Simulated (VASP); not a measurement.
Input of a VASP 6.6.1 run:

The input INCAR:

```
  PREC = Accurate
  ENCUT = 600
  EDIFF = 1E-6
  ISMEAR = 0
  SIGMA = 0.03
  LREAL = F
  LASPH = T
  NELM = 80
  ALGO = Normal
  ISIF = 3
  LWAVE = F
  LCHARG = F
  GGA = PE
  IVDW = 12
  IBRION = 2
  NSW = 90
  EDIFFG = -0.01
  KPAR = 2
```

Contents of KPOINTS:

```
regular mesh
0
Gamma
  9 9 2
```

Contents of POSCAR:

```
WSe2
1.0
    3.2900000000      0.0000000000      0.0000000000
   -1.6450000000      2.8492235800      0.0000000000
    0.0000000000      0.0000000000     12.9700000000
W Se
2 4
Direct
    0.3333333300      0.6666666700      0.2500000000
    0.6666666700      0.3333333300      0.7500000000
    0.3333333300      0.6666666700      0.6210000000
    0.6666666700      0.3333333300      0.1210000000
    0.3333333300      0.6666666700      0.8790000000
    0.6666666700      0.3333333300      0.3790000000
```

Potentials or basis: VASP PAW PBE potentials, release 64 (W_sv, Se).

Launch:

```bash
$ cat potpaw_PBE.64/W_sv/POTCAR potpaw_PBE.64/Se/POTCAR > POTCAR
$ mpirun -np 2 vasp_std > vasp.out
```

(1) What does it give for the band gap on the k mesh?

(2) What does it give for the relaxed volume?

## Answers

(1) 0.99 eV, indirect (least direct gap 1.56 eV).

(2) 19.88 Å³/atom.

Caveat: spin-orbit coupling is left out, which moves the levels of the heavy elements; an odd mesh through Γ misses points on the zone boundary, where band edges often lie.
